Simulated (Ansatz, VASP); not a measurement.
# Pt (Pt(110)): VASP beside Ansatz, part 2 of 2

Aim: how closely do two programs agree when they are given the same cell, functional and k mesh? The cell is taken from a series of runs on this material, whose earlier steps may have relaxed, scaled, displaced or heated it; both programs get it as it stands.

VASP 6.6.1 and Ansatz 0.2.0.

So far: Set-up; VASP: single point, PBE, pair 1; Ansatz: single point, PBE, pair 1; Differences.

### Step 5. VASP: single point, PBE, pair 2

Level of this step: PBE; plane waves and PAW (Pt) (VASP).

A single point takes one fixed geometry, so differences don't come from the geometry; what else differs is listed under the comparison. This pair takes another cell of the material, with 7 atoms against 8 for the pair before.

Contents of INCAR:

```
SYSTEM = Pt
PREC = Accurate
ENCUT = 400
EDIFF = 1E-06
NELM = 120
ISMEAR = -1
SIGMA = 0.1
LREAL = .FALSE.
ALGO = Normal
GGA = PE
NBANDS = 43
LASPH = .TRUE.
LORBIT = 11
LWAVE = .FALSE.
LCHARG = .FALSE.
ISIF = 2
LDIPOL = .TRUE.
IDIPOL = 3
DIPOL = 0.5 0.5 0.5
LVHAR = .TRUE.
GGA_COMPAT = .FALSE.
NELMDL = -8
KPAR = 2
```

Contents of POSCAR:

```
Pt
1.0
    3.9200000000      0.0000000000      0.0000000000
    0.0000000000      2.7718585823      0.0000000000
    0.0000000000      0.0000000000     34.3155757468
Pt
7
Direct
    0.0000000000      0.0000000000      0.3788367153
    0.5000000000      0.5000000000      0.4192244769
    0.0000000000      0.0000000000      0.4596122384
    0.5000000000      0.5000000000      0.5000000000
    0.0000000000      0.0000000000      0.5403877616
    0.5000000000      0.5000000000      0.5807755231
    0.0000000000      0.0000000000      0.6211632847
```

Contents of KPOINTS:

```
Automatic mesh
0
Gamma
11 15 1
0 0 0
```

Potentials, in the order of the species: Pt (PBE family, release 64).

On the command line:

```sh
mpirun -np 2 vasp_std
```

Numbers of over 12 decimals in the logs are rounded to 6 here.

The log of the run:

```text
[banner, memory and clock lines left out]
running    2 mpi-ranks, on    1 nodes
[...]
LDA part: xc-table for (Slater+PW92), standard interpolation
 POSCAR, INCAR and KPOINTS ok, starting setup
[...]
entering main loop
       N       E                     dE             d eps       ncg     rms          rms(c)
DAV:   1     0.454069116081E+03    0.45407E+03   -0.25722E+04  4128   0.109E+03
DAV:   2    -0.914343401673E+01   -0.46321E+03   -0.43705E+03  5481   0.245E+02
DAV:   3    -0.415387272681E+02   -0.32395E+02   -0.30612E+02  4934   0.634E+01
DAV:   4    -0.428106611967E+02   -0.12719E+01   -0.12051E+01  5476   0.116E+01
[...]
DAV:  30    -0.401997610319E+02   -0.15195E-05   -0.97287E-08  2673   0.155E-03    0.524E-04
DAV:  31    -0.401997623896E+02   -0.13577E-05   -0.28310E-08  2503   0.516E-04    0.714E-04
DAV:  32    -0.401997630198E+02   -0.63022E-06   -0.17058E-08  2603   0.490E-04
   1 F= -.40199763E+02 E0= -.39988966E+02  d E =-.421594E+00
```

Parts of OUTCAR (step 5):

```text
  Total        0.9549360     -1.3027835      2.3976670      0.0000000      0.0000000      0.0000000
  in kB        4.1033299     -5.5980195     10.3026991      0.0000000      0.0000000      0.0000000
  external PRESSURE =       2.9360032 kB  Pullay stress =       0.0000000 kB

 POSITION                                       TOTAL-FORCE (eV/Angst)
 -----------------------------------------------------------------------------------
      0.00000      0.00000     13.00000         0.000000     -0.000000      0.476493
      1.96000      1.38593     14.38593         0.000000      0.000000     -1.155961
      0.00000      0.00000     15.77186         0.000000     -0.000000     -0.019633
      1.96000      1.38593     17.15779         0.000000     -0.000000      0.000000
      0.00000      0.00000     18.54372         0.000000     -0.000000      0.019633
      1.96000      1.38593     19.92965         0.000000     -0.000000      1.155961
      0.00000      0.00000     21.31558         0.000000      0.000000     -0.476493
 -----------------------------------------------------------------------------------
    total drift:                               -0.000000      0.000000      0.000000

  FREE ENERGIE OF THE ION-ELECTRON SYSTEM (eV)
  ---------------------------------------------------
  free  energy   TOTEN  =       -40.1997630198 eV

  energy  without entropy=      -39.7781694019  energy(sigma->0) =      -39.98896621

[... 3 further parts left out ...]
[key lines of the parts left out:]
E-fermi :  -0.6076
```

### Step 6. Ansatz: single point, PBE, pair 2

The same cell, functional, mesh and smearing now go to Ansatz, which takes its cutoff from its data sets.

The cell is taken from a series of runs on this material, whose earlier steps may have relaxed, scaled, displaced or heated it; both programs get it as it stands.

Contents of input.yaml:

```yaml
crystal:
  lattice:
    - [3.92, 0.0, 0.0]
    - [0.0, 2.7718585823, 0.0]
    - [0.0, 0.0, 34.3155757468]
  atoms:
    - { symbol: Pt, position: [0.0, 0.0, 0.3788367153] }
    - { symbol: Pt, position: [0.5, 0.5, 0.4192244769] }
    - { symbol: Pt, position: [0.0, 0.0, 0.4596122384] }
    - { symbol: Pt, position: [0.5, 0.5, 0.5] }
    - { symbol: Pt, position: [0.0, 0.0, 0.5403877616] }
    - { symbol: Pt, position: [0.5, 0.5, 0.5807755231] }
    - { symbol: Pt, position: [0.0, 0.0, 0.6211632847] }
kpoints:
  mp_grid: { grid: [11, 15, 1] }
hamiltonian:
  xc: pbe
scf:
  occupations: { method: fermi_dirac, width: 0.1 }
  convergence: { dr2_threshold: 1.0e-09 }
efield:
  axis: 3
  dipole_correction: true
  ramp_position: 0.97
  ramp_width: 0.06
output:
  write_potential: true
  write_density: true
  volumetric_format: npy
```

On the command line:

```sh
ansatz run input.yaml --threads 2 --pin off --max-ram 3072MiB --backend cpu --events-out ev --progress --plain --runs-dir out
```

The log of the run:

```text
[...]
Crystal: 7 atoms, lattice volume = 372.862 Å³
Basis set: ecut = 420 eV, 7287 PW (Γ)
Bands: 76, of which v1, the nominal top of the filled ones, is band 63 counted from 1 (62 counted from 0)
Symmetry: 4 space group operations
k-points: 48 of 165
[...]
k-point 0: bands = [... 59 lower, 2.1068, 2.3468, 2.3752, 2.7213, 2.7710, 3.0166, 3.0261, 3.2869, ... 9 higher]
  k-point 1: bands = [... 59 lower, 2.0404, 2.3703, 2.5021, 2.5207, 2.6528, 3.0288, 3.0759, 3.1845, ... 9 higher]
  k-point 2: bands = [... 59 lower, 1.8429, 2.3839, 2.3932, 2.4366, 2.4667, 2.9701, 3.2203, 3.2926, ... 9 higher]
  k-point 47: bands = [... 59 lower, 2.8678, 2.8783, 3.0662, 3.1021, 3.5694, 4.2063, 5.7767, 6.3639, ... 9 higher]
[key lines of the parts left out:]
SCF converged after 12 iterations
Free energy (F): -87658.589570 eV
Fermi energy:    2.833910 eV
Dipole field:    D = -0.000000 V/Å  (p = -0.000000 e·Å, saw-weighted, corrected)
Work function:   Φ+ = 5.2437 eV   Φ− = 5.2437 eV
```

### Step 7. Differences

What differs besides the data sets and the points named for the pairs above, as far as they apply: the data sets hold 126 valence electrons in Ansatz (on its default PAW (the set named soft_2) files) and 70 in VASP. Total energies have different zeros and are not compared.

The two programs side by side:

```
                                   quantity  Ansatz  VASP  difference
 work function, lower of the two faces (eV)    5.24  5.25        0.00
work function, higher of the two faces (eV)    5.24  5.25        0.00
```

Where the cell holds vacuum, a pressure given here is an average over it and none of the material.

### Step 8. VASP: single point, PBE, pair 3

With cell and atoms fixed, the geometry can't cause a difference; cores, projectors, grids and the points listed under the comparison can. This pair takes another cell of the material, with 10 atoms against 7 for the pair before.

Edit INCAR of step 5 so:

```diff
@@ -10,3 +10,3 @@
 GGA = PE
-NBANDS = 43
+NBANDS = 62
 LASPH = .TRUE.
```

Contents of POSCAR:

```
Pt
1.0
    3.9200000000      0.0000000000      0.0000000000
    0.0000000000      2.7718585823      0.0000000000
    0.0000000000      0.0000000000     30.4733636201
Pt
10
Direct
    0.5000000000      0.5000000000      0.2953398946
    0.0000000000      0.0000000000      0.3408199180
    0.5000000000      0.5000000000      0.3862999415
    0.0000000000      0.0000000000      0.4317799649
    0.5000000000      0.5000000000      0.4772599883
    0.0000000000      0.0000000000      0.5227400117
    0.5000000000      0.5000000000      0.5682200351
    0.0000000000      0.0000000000      0.6137000585
    0.5000000000      0.5000000000      0.6591800820
    0.0000000000      0.0000000000      0.7046601054
```

KPOINTS is that of step 5.

On the command line:

```sh
mpirun -np 2 vasp_std
```

The log of the run:

```text
[banner, memory and clock lines left out]
running    2 mpi-ranks, on    1 nodes
[...]
LDA part: xc-table for (Slater+PW92), standard interpolation
 POSCAR, INCAR and KPOINTS ok, starting setup
[...]
entering main loop
       N       E                     dE             d eps       ncg     rms          rms(c)
DAV:   1     0.600556208645E+03    0.60056E+03   -0.40654E+04  5968   0.115E+03
DAV:   2    -0.272514413567E+02   -0.62781E+03   -0.58473E+03  7106   0.270E+02
DAV:   3    -0.611768095215E+02   -0.33925E+02   -0.31361E+02  7092   0.574E+01
DAV:   4    -0.623215932979E+02   -0.11448E+01   -0.11159E+01  7162   0.104E+01
[...]
DAV:  31    -0.585315046658E+02   -0.13169E-05   -0.74292E-08  3866   0.677E-04    0.156E-03
DAV:  32    -0.585315057561E+02   -0.10903E-05   -0.80606E-08  3796   0.116E-03    0.101E-03
DAV:  33    -0.585315060999E+02   -0.34388E-06   -0.34335E-08  3608   0.669E-04
   1 F= -.58531506E+02 E0= -.58236075E+02  d E =-.590862E+00
```

Parts of OUTCAR (step 8):

```text
  Total        3.9307458      1.4822137      5.2459646      0.0000000      0.0000000      0.0000000
  in kB       19.0198907      7.1720591     25.3839037      0.0000000      0.0000000      0.0000000
  external PRESSURE =      17.1919512 kB  Pullay stress =       0.0000000 kB

 POSITION                                       TOTAL-FORCE (eV/Angst)
 -----------------------------------------------------------------------------------
      1.96000      1.38593      9.00000         0.000000      0.000000      0.434444
      0.00000      0.00000     10.38593         0.000000      0.000000     -1.131904
      1.96000      1.38593     11.77186         0.000000      0.000000     -0.050426
      0.00000      0.00000     13.15779         0.000000      0.000000      0.161843
      1.96000      1.38593     14.54372         0.000000      0.000000     -0.103173
      0.00000      0.00000     15.92965         0.000000      0.000000      0.103173
      1.96000      1.38593     17.31558         0.000000      0.000000     -0.161843
      0.00000      0.00000     18.70151         0.000000      0.000000      0.050426
      1.96000      1.38593     20.08743         0.000000      0.000000      1.131904
      0.00000      0.00000     21.47336         0.000000      0.000000     -0.434444
 -----------------------------------------------------------------------------------
    total drift:                                0.000000      0.000000      0.000000

  FREE ENERGIE OF THE ION-ELECTRON SYSTEM (eV)
  ---------------------------------------------------
  free  energy   TOTEN  =       -58.5315060999 eV

  energy  without entropy=      -57.9406436227  energy(sigma->0) =      -58.23607486

[... 3 further parts left out ...]
[key lines of the parts left out:]
E-fermi :   2.2150
```

### Step 9. Ansatz: single point, PBE, pair 3

The same cell, functional, mesh and smearing now go to Ansatz, which takes its cutoff from its data sets.

The cell is taken from a series of runs on this material, whose earlier steps may have relaxed, scaled, displaced or heated it; both programs get it as it stands.

input.yaml, the sections that differ from step 6:

```yaml
crystal:
  lattice:
    - [3.92, 0.0, 0.0]
    - [0.0, 2.7718585823, 0.0]
    - [0.0, 0.0, 30.4733636201]
  atoms:
    - { symbol: Pt, position: [0.5, 0.5, 0.2953398946] }
    - { symbol: Pt, position: [0.0, 0.0, 0.340819918] }
    - { symbol: Pt, position: [0.5, 0.5, 0.3862999415] }
    - { symbol: Pt, position: [0.0, 0.0, 0.4317799649] }
    - { symbol: Pt, position: [0.5, 0.5, 0.4772599883] }
    - { symbol: Pt, position: [0.0, 0.0, 0.5227400117] }
    - { symbol: Pt, position: [0.5, 0.5, 0.5682200351] }
    - { symbol: Pt, position: [0.0, 0.0, 0.6137000585] }
    - { symbol: Pt, position: [0.5, 0.5, 0.659180082] }
    - { symbol: Pt, position: [0.0, 0.0, 0.7046601054] }
# kpoints, hamiltonian, scf, efield, output: as in step 6
```

On the command line:

```sh
ansatz run input.yaml --threads 2 --pin off --max-ram 3072MiB --backend cpu --events-out ev --progress --plain --runs-dir out
```

The log of the run:

```text
[...]
Crystal: 10 atoms, lattice volume = 331.114 Å³
Basis set: ecut = 420 eV, 6481 PW (Γ)
Bands: 108, of which v1, the nominal top of the filled ones, is band 90 counted from 1 (89 counted from 0)
Symmetry: 4 space group operations
k-points: 48 of 165
[...]
k-point 0: bands = [... 86 lower, 7.0699, 7.2346, 7.4439, 7.7010, 7.7435, 7.7919, 7.8052, 8.0747, ... 14 higher]
  k-point 1: bands = [... 86 lower, 7.0781, 7.3031, 7.3858, 7.5757, 7.6346, 7.7816, 7.8435, 7.9805, ... 14 higher]
  k-point 2: bands = [... 86 lower, 6.9423, 7.1794, 7.2855, 7.3811, 7.4905, 7.7878, 7.9556, 8.1345, ... 14 higher]
  k-point 47: bands = [... 86 lower, 7.8281, 7.8398, 8.0547, 8.0572, 8.1878, 8.8103, 9.8005, 10.2421, ... 14 higher]
[key lines of the parts left out:]
SCF converged after 13 iterations
Free energy (F): -125227.665308 eV
Fermi energy:    7.747707 eV
Dipole field:    D = -0.000000 V/Å  (p = -0.000000 e·Å, saw-weighted, corrected)
Work function:   Φ+ = 5.2852 eV   Φ− = 5.2852 eV
```

### Step 10. Side by side

What differs besides the data sets and the points named for the pairs above, as far as they apply: the data sets hold 180 valence electrons in Ansatz (on its default PAW (the set named soft_2) files) and 100 in VASP. Total energies have different zeros and are not compared.

Compared:

```
                                   quantity  Ansatz  VASP  difference
 work function, lower of the two faces (eV)    5.29  5.29        0.00
work function, higher of the two faces (eV)    5.29  5.29        0.00
```

Where the cell holds vacuum, a pressure given here is an average over it and none of the material.

### Step 11. Results

```json
{
  "difference in work function, lower of the two faces (single point, PBE, pair 1)": "-7.9e-4 eV",
  "difference in work function, lower of the two faces (single point, PBE, pair 2)": "-0.0019 eV",
  "difference in work function, lower of the two faces (single point, PBE, pair 3)": "-7.7e-4 eV"
}
```

What this shows: The difference in work function, lower of the two faces is -7.9e-4 eV (single point, PBE, pair 1). The data sets hold unlike numbers of valence electrons (144 in Ansatz and 80 in VASP, 126 in Ansatz and 70 in VASP and 180 in Ansatz and 100 in VASP), so part of the differences may come from the potentials. Such differences can come from data sets, numerical settings and the points named under the comparisons, not from the functional's error against experiment.

[Lines on the potential files, build, host, timing and source positions are cut from VASP's logs without a mark.]

[Logs are printed without paths, hosts, clocks, repeated set-up lines and the standing remarks that a program may print on its own settings, such as how far it seeks lower states.]

[Hosts, paths, dates, database ids (printed as entryN), source tags and the programs' standing remarks are cut or masked in the printed files.]
